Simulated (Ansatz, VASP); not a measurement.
# Cross-check of PtSe2 between VASP and Ansatz

Wanted: the spread between two codes on one cell, functional and k mesh. The cell is taken from a series of runs on this material, whose earlier steps may have relaxed, scaled, displaced or heated it; both programs get it as it stands.

Method: plane waves, with VASP 6.6.1 beside it; PBE, in Ansatz 0.2.0.

## Step 1: Starting point

The cell holds 3 atoms: 1 Pt and 2 Se. Its edges and angles: a = 3.527 Å, b = 3.527 Å, c = 30.460 Å, α = 90.0°, β = 90.0°, γ = 120.0°. Vacuum lies along c.

## Step 2: Ansatz: zone-centre phonons, PBE

Ansatz runs on its PAW soft_1 files.

Second derivatives magnify differences that forces hide, and they need a tight electronic threshold.

The input, input.yaml:

```yaml
crystal:
  lattice:
    - [3.5265827077, 0.0, 0.0]
    - [-1.7632913538, 3.0541102134, 0.0]
    - [0.0, 0.0, 30.46]
  atoms:
    - { symbol: Pt, position: [0.3333333333, 0.6666666667, 0.3282994091] }
    - { symbol: Se, position: [0.6666666667, 0.3333333333, 0.3788096985] }
    - { symbol: Se, position: [0.6666666667, 0.3333333333, 0.2777891197] }
  periodic: [true, true, false]
kpoints:
  mp_grid: { grid: [15, 15, 1] }
hamiltonian:
  xc: pbe
  pseudopotentials: { kind: paw, azcp: { folder: soft_1 } }
scf:
  occupations: { method: methfessel_paxton, width: 0.2 }
output:
  eigenvalues: true
phonons:
  method: dfpt
```

The run is started by

```console
> ansatz run input.yaml --threads 4 --pin off --max-ram 16384MiB --backend cpu --events-out ev --progress --plain --runs-dir out
```

Numbers of over 12 decimals in the logs are rounded to 6 here.

Output:

```text
Warning: crystal.symmetry: narrowed to the stabiliser of the run's FFT grids — unitary ops 12 → 6. A phonons.method: dfpt run fills in the rows of the dynamical matrix that it does not solve by its symmetry operations, which is exact only for operations that map its FFT grids onto themselves: filled in by any other, the frequencies could depend on the order in which like atoms are typed, or, by more than the grids' own error, on where the crystal sits among the grids' points. Excluded: 6 operations. The run can therefore solve more perturbations, solve them on more k-points, or both, and cost more. [rest of the remark cut]
Engine: ansatz 0.2.0, aarch64-unknown-linux-gnu
Pseudopotentials: kind: paw
Pseudopotential: Pt, paw, valence charge 18, recommended cutoff 420 eV (normal), soft_1/Pt.paw.azcp
Pseudopotential: Se, paw, valence charge 16, recommended cutoff 420 eV (normal), soft_1/Se.paw.azcp
Functional definition: PBE
  parameter kappa = 0.804
  parameter beta = 0.066725
  exchange = pbe_x(kappa = kappa, mu = beta*pi^2/3)
  correlation = pbe_c(beta = beta)
Crystal: 3 atoms, lattice volume = 328.072 Å³
Basis set: ecut = 420 eV, 6371 PW (Γ), exchange–correlation on 48×48×432 points (8 copies of the dense FFT grid, shifted against one another)
Bands: 30, of which v1, the nominal top of the filled ones, is band 25 counted from 1 (24 counted from 0)
Symmetry: 12 space group operations
k-points: 64 of 225 (irreducible under 2 space group operations, time reversal used)
Non-local potential: Pt, projectors of the file, l = 0: 3, l = 1: 2, l = 2: 2, l = 3: 1
Non-local potential: Se, projectors of the file, l = 0: 2, l = 1: 2, l = 2: 3, l = 3: 1
PAW form: soft (Blöchl's): semilocal exchange-correlation on the pseudo side does not see the compensation charge
PAW one-centre angular grid: Pt, 590 points (default); XC on 64 Gauss nodes
PAW one-centre angular grid: Se, 590 points (default); XC on 64 Gauss nodes
Initial density: superposition of atomic densities (neutral atoms: chi_scale 0, normalization atom)
Initial wavefunctions: pseudopotential atomic-orbital guess
Functional: x = pbe(κ = 0.804, μ = 0.219515), c = pbe(β = 0.066725)
SCF iter   1: F=—  HF=-23463.234240 eV  |F-HF|=—  |Δ(HF+E_count)|=         —  Δρ=2.96e-2  dr2=3.11e0  ethr=3.10e-3  ⟨swp⟩=12.4  Hψ=11285  notcnv=0
preconditioner: auto → LDOS  [metal: Δε(μ)=0.040 eV  Ē_g=8.924 eV  σ=0.200 eV  W_gap=0.17  n_scr=18 (ndim 8)  ℏωp=9.6 eV  f_vac=0.774  D(μ)=2.09/eV (n_scr^D=10)  β→1.0]
SCF iter   2: F=—  HF=-23462.757192 eV  |F-HF|=—  |Δ(HF+E_count)|=   4.77e-1  S|Δr|=    0.00e0  Δρ=8.46e-3  dr2=3.09e-1  ethr=3.10e-3  ⟨swp⟩=3.0  Hψ=5054  notcnv=0
SCF iter   3: F=—  HF=-23462.695856 eV  |F-HF|=—  |Δ(HF+E_count)|=   6.13e-2  S|Δr|=    0.00e0  Δρ=4.05e-3  dr2=8.32e-2  ethr=6.18e-4  ⟨swp⟩=3.2  Hψ=4994  notcnv=0
SCF iter   4: F=—  HF=-23462.669031 eV  |F-HF|=—  |Δ(HF+E_count)|=   2.68e-2  S|Δr|=    0.00e0  Δρ=1.07e-3  dr2=3.71e-3  ethr=1.66e-4  ⟨swp⟩=3.7  Hψ=4908  notcnv=0
SCF iter   5: F=—  HF=-23462.668152 eV  |F-HF|=—  |Δ(HF+E_count)|=   8.80e-4  S|Δr|=    0.00e0  Δρ=1.82e-4  dr2=1.03e-4  ethr=7.42e-6  ⟨swp⟩=3.1  Hψ=4109  notcnv=0
SCF iter   6: F=—  HF=-23462.668223 eV  |F-HF|=—  |Δ(HF+E_count)|=   7.15e-5  S|Δr|=    0.00e0  Δρ=4.58e-5  dr2=7.44e-6  ethr=2.06e-7  ⟨swp⟩=3.3  Hψ=4273  notcnv=0
SCF iter   7: F=—  HF=-23462.668227 eV  |F-HF|=—  |Δ(HF+E_count)|=   4.18e-6  S|Δr|=    0.00e0  Δρ=4.09e-6  dr2=6.69e-8  ethr=1.49e-8  ⟨swp⟩=3.0  Hψ=4130  notcnv=0
SCF iter   8: F=—  HF=-23462.668327 eV  |F-HF|=—  |Δ(HF+E_count)|=   9.93e-5  S|Δr|=    0.00e0  Δρ=1.21e-6  dr2=4.98e-9  ethr=1.34e-10  ⟨swp⟩=4.0  Hψ=4836  notcnv=0
SCF iter   9: F=—  HF=-23462.668327 eV  |F-HF|=—  |Δ(HF+E_count)|=   4.14e-8  S|Δr|=    0.00e0  Δρ=2.47e-7  dr2=4.31e-10  ethr=9.96e-12  ⟨swp⟩=3.1  Hψ=4239  notcnv=0
SCF iter  10: F=—  HF=-23462.668327 eV  |F-HF|=—  |Δ(HF+E_count)|=   2.78e-9  S|Δr|=    0.00e0  Δρ=7.20e-8  dr2=1.85e-11  ethr=1.00e-12  ⟨swp⟩=3.2  Hψ=4125  notcnv=0
SCF iter  11: F=-23462.668327 eV  HF=-23462.668327 eV  |F-HF|=1.13e-10  |Δ(HF+E_count)|=   1.15e-9  S|Δr|=    0.00e0  Δρ=1.74e-8  dr2=1.14e-12  ethr=1.00e-12  ⟨swp⟩=15.1  Hψ=13841  notcnv=0
SCF 1 converged in 11 iterations: F = -23462.668327 eV  dr2 = 1.14e-12
  greatest PAW one-centre occupation: 1.000 electrons in one spin orbital (limit 2), on the Pt atom at site 0 (counted from 0), in its partial waves of l = 0
DFPT response loops at Γ: preconditioner auto → none (partly filled bands, converged f_vac=0.776); β = 0.50; Broyden in place of MSR1
SCF converged after 11 iterations
Stability not checked: this state was not tested for a lower state beside it, because cold or Methfessel-Paxton smearing, or corrected tetrahedra, fill the levels in a way that the test cannot read (fill_not_monotonic; see scf.lower_state_search)
Free energy (F): -23462.668327 eV
Harris-Foulkes:  -23462.668327 eV  (|F-HF|=1.13e-10)
Internal energy: -23462.677514 eV  (E = F + TS)
E sigma→0 (E₀):  -23462.670624 eV
Entropy (-TS):   0.009187 eV (3.062 meV/atom)
Fermi energy:    -4.739309 eV
Step filling:    the computed levels leave a gap of 0.0000 eV = 0.0 smearing widths at the electron count; against every level under it full and every level over it empty, smearing changes F+E_penalty+E_count by +4.139 meV and its σ→0 estimate by +1.842 meV
--- Per-component energies (eV) ---
  E_band       = -1846.505126
  E_kinetic    = 816.157814
  E_local      = -135140.688598  (includes V_loc(G=0)·N_el)
  E_nonlocal   = -502.875172
  E_hartree    = 67063.576843
  E_xc         = -401.055422
  E_vxc        = -450.159556  (∫ρ·V_xc dr)
  E_paw        = -13745.185040  (= ΣΔE_a)
  E_vpaw       = -696.093728  (= ΣTr[D̂ρ^β])
  E_aug_tail   = 0.000340  (compensation charges beyond the density's cutoff)
  E_ewald      = 58447.391721
  E_smearing   = 0.009187  (= −TS)
  E_closure    = 0.000000  (closes the sum)
  Σ components = -23462.668327   (vs F -23462.668327, Δ=0.00e0)
--- Band table (eV; the first three rows and the last of 64) ---
  k-point 0: bands = [... 21 lower, -7.4810, -6.6989, -4.0028, -4.0028, -3.7958, -3.7958, -1.7741 (-1.7741°), -0.4228, ... 1 higher]
  k-point 1: bands = [... 21 lower, -7.5243, -6.6173, -4.2273, -4.0718, -3.9628, -3.9005, -1.4779 (-1.4779°), -0.3433, ... 1 higher]
  k-point 2: bands = [... 21 lower, -7.6583, -6.4581, -4.6860, -4.6000, -4.1841, -3.8565, -0.9237 (-0.9238°), -0.1242, ... 1 higher]
  k-point 63: bands = [... 21 lower, -8.0496, -7.4651, -6.7235, -5.5678, -4.5229, -3.4957, -0.4721, 1.6013, ... 1 higher]
  ° read free of the cell's end (the report's vacuum.weakly_bound_levels)
--- Phonons (Γ-DFPT): 6 representative perturbations + reference, on 64 of 225 k-points (Σ response iterations 31) ---
  ASR residual: 2.789e-5 → 0.000e0 eV/Å²; symmetrization residual: 2.919e-5 eV/Å²
  The last average, over the group as it would stand without the narrowing to the FFT grids, took up to 5.619e-6 eV/Å² of the zone centre's force constants
  ASR residual per site (eV/Å²): 2.79e-5 2.14e-5 4.52e-6
  Γ frequencies (cm⁻¹): 0.00 0.00 0.00 104.31 104.31 128.73 128.73 139.35 194.94
  non-analytic LO–TO correction: not included (Born effective charges unavailable; polar crystals: no LO–TO splitting at Γ)
```

[end of part 1 of 2]

[Lines on the potential files, build, host, timing and source positions are cut from VASP's logs without a mark.]

[Logs are printed without paths, hosts, clocks, repeated set-up lines and the standing remarks that a program may print on its own settings, such as how far it seeks lower states.]

[Hosts, paths, dates, database ids (printed as entryN), source tags and the programs' standing remarks are cut or masked in the printed files.]
